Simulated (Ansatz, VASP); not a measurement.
Mg12HCl: VASP beside Ansatz

```
Mg Cl H
1.0
     6.42000    0.00000    0.00000
     3.21000    5.55988    0.00000
     0.00000    0.00000   18.21304
Mg Cl H
12 1 1
Cartesian
  0.0000 0.0000 1.0000
  3.2100 0.0000 1.0000
  1.6050 2.7799 1.0000
  4.8150 2.7799 1.0000
  0.0016 1.8528 3.6080
  3.2069 1.8533 3.6049
  1.6037 4.6327 3.6092
  4.8142 4.6312 3.5882
  0.0056 -0.0062 6.1930
  3.2024 -0.0043 6.1940
  1.6042 2.7804 6.2369
  4.8131 2.7779 6.2010
  1.5091 1.8290 9.5876
  1.6103 1.0488 8.5251
```

Alike in both runs: functional PBEsol; k mesh 3 × 3 × 1; occupations fermi-dirac, width 0.1 eV; no spin polarisation.

Ansatz relaxed the structure, and its values are those at the end. VASP's run is a single point on that final structure, the one shown.

```csv
,VASP,Ansatz
version,VASP 6.6.1,Ansatz 0.2.0
potentials or method,"VASP PAW PBE potentials, release 64 (Mg, Cl, H)","scalar-relativistic, plane waves, PAW"
plane-wave cutoff (eV),520,420
valence electrons in the cell,32,128
```

```csv
,VASP,Ansatz,Ansatz less VASP
rms of the force components (eV/Å),0.020,0.003,-0.0164
```

With one functional, cell and mesh, what is left measures potentials, basis and numerics. The two sets of potentials don't hold the same shells in valence.

Caveats: the k mesh is coarse (spacing up to 0.38 Å⁻¹), so the values aren't converged; the PAW data sets were made with another functional, which shifts forces and pressure a little (VASP).
